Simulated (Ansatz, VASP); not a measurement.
## Two plane-wave programs on CS2

```
CELL_PARAMETERS angstrom
5.62000 0.00000 0.00000
0.00000 5.62000 0.00000
0.00000 0.00000 5.62000
ATOMIC_POSITIONS crystal
C 0.00000 0.00000 0.00000
C 0.50000 0.00000 0.50000
C 0.50000 0.50000 0.00000
C 0.00000 0.50000 0.50000
S 0.15842 0.15842 0.15842
S 0.34158 0.84158 0.65842
S 0.65842 0.34158 0.84158
S 0.84158 0.65842 0.34158
S 0.84158 0.84158 0.84158
S 0.65842 0.15842 0.34158
S 0.34158 0.65842 0.15842
S 0.15842 0.34158 0.65842
```

Alike in both runs: functional PBE; k mesh 5 × 5 × 5; occupations fermi-dirac, width 0.02 eV; no spin polarisation.

Ansatz relaxed the structure, and its values are those at the end. VASP's run is a single point on that final structure, the one shown.

```csv
,VASP,Ansatz
version,VASP 6.6.1,Ansatz 0.2.0
potentials or method,"VASP PAW PBE potentials, release 64 (C, S)","plane-wave PAW, scalar-relativistic"
plane-wave cutoff (eV),520,420
valence electrons in the cell,64,64
```

```csv
,VASP,Ansatz,Ansatz less VASP
gap on the k mesh at the Fermi level (eV),1.34,1.33,-0.011
pressure (GPa),22.5,23.6,+1.10
rms of the force components (eV/Å),0.134,0.002,-0.1322
```

With one functional, cell and mesh, what is left measures potentials, basis and numerics. Ansatz warned: «stress_scf_threshold_loose».

Caveats: so large a pressure means that the cell lies far from this level's equilibrium, or that cutoff or potentials fall short (VASP); an odd mesh through Γ misses points on the zone boundary, where band edges often lie.
